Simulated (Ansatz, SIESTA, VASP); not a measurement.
## One structure in several programs: TeO₃ (C2/m, 8 atoms in the cell)

Self-consistent single point.

```
TeO3
1.0
    2.58459    -4.47419     0.00000
    2.58459     4.47419     0.00000
   -1.63800     0.00000     4.80206
Te O
2 6
Direct
  0.16645   0.83355   0.00000
  0.83355   0.16645   0.00000
  0.05031   0.42909   0.77584
  0.94969   0.57091   0.22416
  0.57091   0.94969   0.22416
  0.42909   0.05031   0.77584
  0.19126   0.19126   0.22564
  0.80874   0.80874   0.77436
```

Shared settings, as Ansatz (a quantum-chemistry and plane-wave program) writes them: kpoints.mp_grid.grid = 4 4 4; magnetization.spin_orbit = true; scf.occupations.method = fermi_dirac; scf.occupations.width = 0.05 eV. Potentials and cutoffs stand in the table.

```
code                                                                                                                                                               model  pressure (GPa)  largest force (eV/Å)  gap on the mesh (eV)       cutoff
------  ----------------------------------------------------------------------------------------------------------------------------------------------------------------  --------------  --------------------  --------------------  -----------
VASP                                                                                                     PBEsol, spin-orbit coupling, VASP's PBE PAW potentials (set 64)           -1.18                 0.485                 2.309       400 eV
Ansatz                                                                                                  PBEsol with spin-orbit coupling, default PAW files made with PBE            3.19                 0.448                 2.359      default
SIESTA  GGA PBEsol with spin-orbit coupling, numerical atomic orbitals DZP, PseudoDojo PBEsol fully relativistic norm-conserving potentials (rewritten from UPF to PSML)               –                 2.363                 2.315  grid 300 Ry
```

Size of the force on each atom (eV/Å): Sizes of forces hide their directions.

```tsv
code	Te1	Te2	O3	O4	O5	O6	O7	O8
VASP	0.009	0.009	0.471	0.471	0.471	0.471	0.485	0.485
Ansatz	0.008	0.008	0.438	0.438	0.438	0.438	0.448	0.448
SIESTA	0.007	0.007	2.330	2.330	2.330	2.330	2.363	2.363
```

A dash marks a value that a program does not give, or that is left out as unsure.

Gaps are read on the mesh.

The spread over the programs that give each value: pressure within 4.37 GPa; largest force within 1.915 eV/Å; gap on the mesh within 0.050 eV.

SIESTA uses small atom-centred bases, whose incompleteness enters pressures, forces and empty levels differently from a plane-wave cutoff. Ansatz's pressure is given at a fixed set of plane waves, as the other plane-wave codes print theirs; with its correction for the finite basis it is 3.90 GPa (the shift of 0.71 GPa shows how far the cutoff is from converged). In the force vectors, SIESTA (by 1.897) lies more than 0.08 eV/Å from the median of the plane-wave programs.

VASP's run is marked for a possible Pulay error in its stress at this cutoff; no cutoff test was made.

The starting cell comes from a database of computed structures (which also holds hypothetical and non-ambient phases and stackings), without a prior relaxation at this level.

Keys are those of Ansatz 0.2.
